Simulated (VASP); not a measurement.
Write the native input for VASP 6.6.1 that does the following.

| Property | Result |
| --- | --- |
| Task | single point |
| Functional | LDA |
| Potentials or basis | VASP PAW LDA potentials, release 64 (Ti_sv, O) |
| Cutoff | 520 eV |
| k mesh | 6 × 6 × 6 |
| Occupations | gaussian, width 0.01 eV |
| Spin | no spin polarisation |
| Dipole correction | no |
| Further INCAR settings | ALGO = Normal; EDIFF = 1e-06; NBANDS = 19 |

The structure of TiO2 lies in POSCAR:

```
TiO2
1.0
    1.4973310000      0.8644850000      6.9815440000
   -1.4973310000      0.8644850000      6.9815440000
    0.0000000000     -1.7289690000      6.9815440000
Ti O
1 2
Direct
    0.0000000000      0.0000000000      0.0000000000
    0.6204670000      0.6204670000      0.6204670000
    0.3795330000      0.3795330000      0.3795330000
```

Measurements of this composition are mostly on another form, of space group No. 141.

The input as run:

INCAR

```
  ALGO = Normal
  EDIFF = 1E-6
  ENCUT = 520
  ISIF = 2
  ISMEAR = 0
  LASPH = T
  LCHARG = F
  LREAL = F
  LWAVE = F
  NBANDS = 19
  NELM = 100
  PREC = Accurate
  SIGMA = 0.01
```

KPOINTS

```
k-points
0
Gamma
  6 6 6
```

Potentials or basis: VASP PAW LDA potentials, release 64 (Ti_sv, O).

Launch:

```bash
$ cat potpaw_LDA.64/Ti_sv/POTCAR potpaw_LDA.64/O/POTCAR > POTCAR
$ mpirun -np 1 vasp_std > vasp.out
```

It gave:

The pressure is -6.9 GPa, the largest force is 0.752 eV/Å and the band gap on the k mesh is 2.60 eV, indirect (least direct gap 2.77 eV).

It took 2.2 min on 1 thread of Intel(R) Xeon(R) 6975P-C (Granite Rapids), with other jobs on the host, peak memory 0.3 GiB.
